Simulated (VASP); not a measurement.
Here is the system:

```xyz
2
Lattice="0.0000 2.7828 2.7828 2.7828 0.0000 2.7828 2.7828 2.7828 0.0000" Properties=species:S:1:pos:R:3 pbc="T T T"
Hf     0.0000     0.0000     0.0000
O      1.3914     1.3914     1.3914
```

These are PBEsol GGA, VASP's PBE PAW potentials (set 64) (plane waves; VASP) values and carry that method's errors. Run with 520 eV cut-off, 10×10×10 Γ-centred mesh, first-order Methfessel-Paxton smearing of 0.10 eV, potentials Hf_pv O.

Energy and stress use the plane-wave basis of the starting cell.

Question: The ions, cell shape and volume are relaxed. What does this cell relax into?

Answer: 
```xyz
2
Lattice="0.0000 2.4433 2.4433 2.4433 0.0000 2.4433 2.4433 2.4433 0.0000" Properties=species:S:1:pos:R:3 pbc="T T T"
Hf     0.0000     0.0000     0.0000
O      1.2217     1.2217     1.2217
```
Space group F-43m (216), at a tolerance of 0.03 Å.

Question: How do energy and volume change from the first to the last step?

Answer: The energy (σ→0) changes by -967.1 meV/atom and the volume by -32.3 %, in 7 ionic steps.

```
step  E(σ→0) (eV)  max force (eV/Å)  pressure (GPa)  volume (Å³)
----  -----------  ----------------  --------------  -----------
1        -18.2953             0.000          -31.30        43.10
2        -18.4272             0.000          100.50        21.81
3        -20.2221             0.000           -3.79        29.79
4        -20.2287             0.000           -1.19        29.36
5        -20.2294             0.000            0.35        29.12
6        -20.2293             0.000           -0.44        29.24
7        -20.2294             0.000            0.00        29.17
```

The structure was generated: HfO was put into the zinc blende type (F-43m), which need not be its known phase. This run relaxes it. Symmetry was kept, so distortions that lower it aren't found.
